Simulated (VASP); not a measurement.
```
CELL_PARAMETERS angstrom
      3.58020     0.00000     0.00000
      0.00000     3.58020     0.00000
      0.00000     0.00000     3.58020
ATOMIC_POSITIONS crystal
  Si 0.00000 0.00000 0.00000
  Ni 0.00000 0.50000 0.50000
  Ni 0.50000 0.00000 0.50000
  Ni 0.50000 0.50000 0.00000
```

The base run (VASP): PBE GGA, plane waves, VASP's PBE PAW potentials (set 64). Settings: 400 eV cut-off, 8×8×8 Γ-centred mesh, first-order Methfessel-Paxton smearing of 0.10 eV, potentials Si Ni.

The base run took about 8 core-seconds. Costs are core time on shared hosts, one run each; read them as rough ratios.

Pressures at a finite cut-off, here 400 eV, hold a Pulay part, which wasn't tested here.

```csv
setting,cost over the base run,electronic steps,pressure (GPa)
GGA = 91,within a factor of 2,13,-11.17
base run,reference,13,-11.83
IVDW = 13,within a factor of 2,13,-17.89
GGA = RE,within a factor of 2,14,-8.74
GGA = AM,within a factor of 2,13,-20.28
"AGGAC = 0.0, GGA = BO, LUSE_VDW = .TRUE., PARAM1 = 0.1833333333, PARAM2 = 0.22",about 2 times,13,-11.32
"GGA removed, LMIXTAU = .TRUE., METAGGA = R2SCAN",about 4 times,18,-18.79
```

Left out are runs that failed, have no time on record or changed the cell.

The compound is Ni3Si in the L1_2 structure. The cell was not relaxed at this level.
